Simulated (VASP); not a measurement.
A run of VASP 6.6.1:

Contents of INCAR:

```
ALGO = Fast
EDIFF = 1E-7
EDIFFG = -0.01
ENCUT = 600
GGA = PE
IBRION = 2
ISIF = 3
ISMEAR = 0
LASPH = True
LCHARG = False
LREAL = False
LWAVE = False
NELM = 100
NSW = 60
PREC = Accurate
SIGMA = 0.05
```

Contents of KPOINTS:

```
k-points
0
Gamma
  6 6 6
```

Contents of POSCAR:

```
SrB3Pt
1.0
    4.5405600000      0.0000000000      0.0000000000
    0.0000000000      4.5405600000      0.0000000000
    0.0000000000      0.0000000000      4.5405600000
Sr B Pt
1 3 1
Direct
    0.0000000000      0.0000000000      0.0000000000
    0.5000000000      0.0000000000      0.0000000000
    0.0000000000      0.5000000000      0.0000000000
    0.0000000000      0.0000000000      0.5000000000
    0.5000000000      0.5000000000      0.5000000000
```

Potentials or basis: VASP PAW PBE potentials, release 64 (Sr_sv, B, Pt).

Launch:

```bash
$ cat potpaw_PBE.64/Sr_sv/POTCAR potpaw_PBE.64/B/POTCAR potpaw_PBE.64/Pt/POTCAR > POTCAR
$ mpirun -np 1 vasp_std > vasp.out
```

Hardware: 1 thread of AMD EPYC 7R13 Processor (Zen 3), with other jobs on the host.

Estimate the wall time of this run.

Run time: 5.2 min on 1 thread of AMD EPYC 7R13 Processor (Zen 3) (shared host), peak memory 0.22 GiB. Counts: scf iterations 137, k points 20, ion steps 6.
